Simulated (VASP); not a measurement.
Method: HSEsol screened hybrid, VASP's PBE PAW potentials (set 64) (plane waves; VASP).

VASP ran on this input.

INCAR:
```
LREAL = .False.
PRECFOCK = Fast
LCHARG = .False.
ISMEAR = 0
SIGMA = 0.05
AEXX = 0.25
ALGO = Normal
HFSCREEN = 0.2
PREC = Accurate
LMAXMIX = 4   # l cut-off of mixed one-centre charges
EDIFF = 1E-6
ISYM = 3
SYSTEM = NaI
GGA = PS   # PBEsol
LWAVE = .False.
ENCUT = 520   # plane-wave cut-off (eV)
LASPH = .True.
LHFCALC = .True.
ISIF = 2   # forces and stress, cell fixed
NELM = 60   # most electronic steps
```

File KPOINTS:
```
Automatic mesh
0
Gamma
6 6 6
0 0 0
```

POSCAR:
```
NaI
6.5922290
  0.0000000000   0.5000000125   0.5000000125
  0.5000000125   0.0000000000   0.5000000125
  0.5000000125   0.5000000125   0.0000000000
Na I
1 1
Cartesian
  0.0000000000   0.0000000000   0.0000000000
  0.5000000125   0.5000000125   0.5000000125
```

POTCAR, in this order: Na_pv I (PBE.64 set). Program: vasp_std. Read from the step before: WAVECAR.

Unless said otherwise, spin-orbit coupling is left out, though it shifts the bands of the heavy elements here.

Predict the energy per atom (σ→0), pressure, band gap (on the k-mesh).

| Quantity | Value |
|---|---|
| energy per atom (σ→0) | -3.231 eV/atom |
| band gap (on the k-mesh) | 4.40 eV |
| pressure | -1.25 GPa |

### OSZICAR
```
...
DAV:   2    -0.646164799874E+01   -0.17259E-02   -0.86736E-03   385   0.117E+00    0.188E+00
DAV:   3    -0.646138096386E+01    0.26703E-03   -0.35827E-04   432   0.317E-01    0.112E+00
DAV:   4    -0.646128748699E+01    0.93477E-04   -0.57114E-05   400   0.104E-01    0.649E-01
DAV:   5    -0.646125698964E+01    0.30497E-04   -0.15598E-05   370   0.446E-02    0.374E-01
DAV:   6    -0.646124713710E+01    0.98525E-05   -0.47064E-06   348   0.210E-02    0.217E-01
DAV:   7    -0.646124418467E+01    0.29524E-05   -0.16246E-06   307   0.112E-02    0.126E-01
DAV:   8    -0.646124337875E+01    0.80592E-06   -0.48341E-07   176   0.646E-03
   1 F= -.64612434E+01 E0= -.64612434E+01  d E =-.190187E-12
```

The compound is NaI in the rock salt structure. This cell is one point of a volume scan, at 1.03 of the reference volume. The cell's shape comes from a PBE relaxation.
